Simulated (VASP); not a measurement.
An input for Ansatz (written as the equivalent of a VASP run, and not itself run):

Ansatz 0.2 input:
```yaml
crystal:
  lattice:
    - [5.1455958, 0.0000000, 0.0001067]
    - [0.0000000, 3.1666099, 0.0000000]
    - [-0.0035978, 0.0000000, 5.4840546]
  atoms:
    - { symbol: Al, position: [0.0004963, 0.5000000, 0.6672631] }
    - { symbol: Ga, position: [0.4991400, 0.5000000, 0.3350789] }
    - { symbol: Ga, position: [0.4991294, 0.0000000, 0.8314675] }
    - { symbol: Ga, position: [0.9997871, 0.0000000, 0.1661733] }
    - { symbol: N, position: [0.1192457, 0.5000000, 0.3411729] }
    - { symbol: N, position: [0.1169451, 0.0000000, 0.8253842] }
    - { symbol: N, position: [0.6202357, 0.0000000, 0.1661633] }
    - { symbol: N, position: [0.6324207, 0.5000000, 0.6672968] }
kpoints:
  mp_grid: { grid: [4, 6, 4] }
hamiltonian:
  xc: r2scan
  pseudopotentials: { kind: paw }
scf:
  occupations: { method: gaussian, width: 0.05 }
  max_iter: 100
relax:
  max_steps: 60
  f_tol: 0.02
  cell: {}
output: { forces: true, stress: true, eigenvalues: true }
```

Task: Translate this input to VASP (INCAR, KPOINTS, POSCAR, choice of POTCAR).

Result: Several could match; the one computed here: 
**POSCAR**
```
AlGa3N4
1
    5.1455958265     0.0000000000     0.0001066505
    0.0000000000     3.1666099475     0.0000000000
   -0.0035978021     0.0000000000     5.4840546369
Al Ga N
1 3 4
Direct
  0.0004963234   0.5000000000   0.6672631053
  0.4991399762   0.5000000000   0.3350789103
  0.4991293755   0.0000000000   0.8314675269
  0.9997871309   0.0000000000   0.1661732967
  0.1192456886   0.5000000000   0.3411728954
  0.1169451206   0.0000000000   0.8253842120
  0.6202356697   0.0000000000   0.1661632999
  0.6324207150   0.5000000000   0.6672967536
```

File KPOINTS:
```
Automatic mesh
0
Gamma
4 6 4
0 0 0
```

**INCAR**
```
ALGO = Normal
EDIFF = 1E-6
EDIFFG = -0.02
ENCUT = 520
IBRION = 2
ISIF = 3
ISMEAR = 0
LASPH = .TRUE.
LCHARG = .FALSE.
LMAXMIX = 4
LMIXTAU = .TRUE.
LREAL = .FALSE.
LWAVE = .FALSE.
METAGGA = R2SCAN
NELM = 100
NSW = 60
PREC = Accurate
SIGMA = 0.05
SYSTEM = AlGa3N4
```

POTCAR, in this order: Al Ga_d N (PBE.64 set). Program: vasp_std.

Limits of the translation: each code has its own PAW files, so the cut-off isn't converted (ENCUT is set for VASP's; basis.ecutwfc is left out, and Ansatz then takes the one that its files recommend); Ansatz stops its SCF on the density residual and VASP on the energy change (EDIFF).

The structure comes from a computed database's AlGa3N4 entry (Pm); how it stands against other phases isn't given here. This run relaxes it. Symmetry was kept, so distortions that lower it aren't found. The start is the result of an earlier pass.
